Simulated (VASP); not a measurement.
Calculation: LDA (Ceperley-Alder, Perdew-Zunger), VASP's LDA PAW potentials (set 64) (plane waves; VASP).

VASP ran on this input.

File KPOINTS:
```
Automatic mesh
0
Gamma
5 5 5
0 0 0
```

POSCAR:
```
FeGe
1.0
  4.3800196809   0.0000000000   0.0000000000
  0.0000000000   4.3800196809   0.0000000000
  0.0000000000   0.0000000000   4.3800196809
Fe Ge
4 4
Cartesian
  3.7681320414   2.8018974800   1.5781222009
  1.5781222009   3.7681320414   2.8018974800
  0.6118876395   0.6118876395   0.6118876395
  2.8018974800   1.5781222009   3.7681320414
  0.6977847740   1.4922250664   2.8877946145
  2.8877946145   0.6977847740   1.4922250664
  3.6822349069   3.6822349069   3.6822349069
  1.4922250664   2.8877946145   0.6977847740
```

**INCAR**
```
ALGO = Normal
EDIFF = 1E-6
EDIFFG = -0.02
ENCUT = 500
IBRION = 2
ISIF = 3
ISMEAR = 0
LASPH = T
LCHARG = F
LMAXMIX = 4
LREAL = F
LWAVE = F
NELM = 100
NSW = 40
PREC = Accurate
PSTRESS = 300
SIGMA = 0.05
SYSTEM = FeGe
```

POTCAR, in this order: Fe Ge_d (LDA.64 set). Program: vasp_std.

What VASP printed:

### OSZICAR
```
       N       E                     dE             d eps       ncg     rms          rms(c)
DAV:   1     0.101300008138E+04    0.10130E+04   -0.35552E+04  1264   0.454E+03
DAV:   2     0.165865625927E+03   -0.84713E+03   -0.82241E+03  1144   0.101E+03
DAV:   3    -0.463715455689E+02   -0.21224E+03   -0.20354E+03  1144   0.313E+02
DAV:   4    -0.639334738509E+02   -0.17562E+02   -0.17347E+02  1444   0.103E+02
DAV:   5    -0.644139350604E+02   -0.48046E+00   -0.47843E+00  1400   0.206E+01    0.297E+01
DAV:   6    -0.647164307318E+02   -0.30250E+00   -0.84062E+01  1528   0.776E+01    0.182E+01
DAV:   7    -0.594005682626E+02    0.53159E+01   -0.38818E+01  1404   0.580E+01    0.845E+00
DAV:   8    -0.590694141134E+02    0.33115E+00   -0.28747E+00  1480   0.119E+01    0.165E+00
DAV:   9    -0.590365451311E+02    0.32869E-01   -0.24425E-01  1516   0.541E+00    0.554E-01
DAV:  10    -0.590332271576E+02    0.33180E-02   -0.17615E-02  1284   0.132E+00    0.253E-01
DAV:  11    -0.590327552720E+02    0.47189E-03   -0.32607E-03  1508   0.802E-01    0.115E-01
DAV:  12    -0.590327620639E+02   -0.67919E-05   -0.30930E-04  1592   0.181E-01    0.566E-02
DAV:  13    -0.590327407526E+02    0.21311E-04   -0.85162E-05  1764   0.138E-01    0.122E-02
DAV:  14    -0.590327411904E+02   -0.43772E-06   -0.11179E-05  1444   0.306E-02    0.590E-03
DAV:  15    -0.590327409408E+02    0.24960E-06   -0.17495E-06   696   0.161E-02
   1 F= -.43298751E+02 E0= -.43296306E+02  d E =-.432988E+02
```

OUTCAR:
```
------------------------ aborting loop because EDIFF is reached ----------------------------------------
  FORCE on cell =-STRESS in cart. coord.  units (eV):
  Direction    XX          YY          ZZ          XY          YZ          ZX
  --------------------------------------------------------------------------------------
  Total       15.7538200     15.7538200     15.7538200      0.0000000     -0.0000000      0.0000000
  in kB      300.3781073    300.3781073    300.3781073      0.0000000     -0.0000000      0.0000000
  external PRESSURE =       0.3781073 kB  Pullay stress =     300.0000000 kB
  volume of cell :       84.03
      direct lattice vectors                 reciprocal lattice vectors
     4.380019681  0.000000000  0.000000000     0.228309476  0.000000000  0.000000000
     0.000000000  4.380019681  0.000000000     0.000000000  0.228309476  0.000000000
     0.000000000  0.000000000  4.380019681     0.000000000  0.000000000  0.228309476
 POSITION                                       TOTAL-FORCE (eV/Angst)
 -----------------------------------------------------------------------------------
      3.76813      2.80190      1.57812        -0.005098      0.005098     -0.005098
      1.57812      3.76813      2.80190        -0.005098     -0.005098      0.005098
      0.61189      0.61189      0.61189         0.005098      0.005098      0.005098
      2.80190      1.57812      3.76813         0.005098     -0.005098     -0.005098
      0.69778      1.49223      2.88779         0.003029     -0.003029      0.003029
      2.88779      0.69778      1.49223         0.003029      0.003029     -0.003029
      3.68223      3.68223      3.68223        -0.003029     -0.003029     -0.003029
      1.49223      2.88779      0.69778        -0.003029      0.003029      0.003029
 -----------------------------------------------------------------------------------
    total drift:                               -0.000000      0.000000      0.000000
  FREE ENERGIE OF THE ION-ELECTRON SYSTEM (eV)
  ---------------------------------------------------
  free  energy   TOTEN  =       -59.0327409408 eV

  energy  without entropy=      -59.0278505832  energy(sigma->0) =      -59.03029576
  enthalpy is  TOTEN    =       -43.2987513635 eV   P V=       15.7339895773

 reached required accuracy - stopping structural energy minimisation
```
(Selected blocks of OUTCAR.)

The compound is FeGe in the B20 structure. It was relaxed first under an external pressure of 30 GPa. The run is not spin-polarised, so no magnetic state was tried.
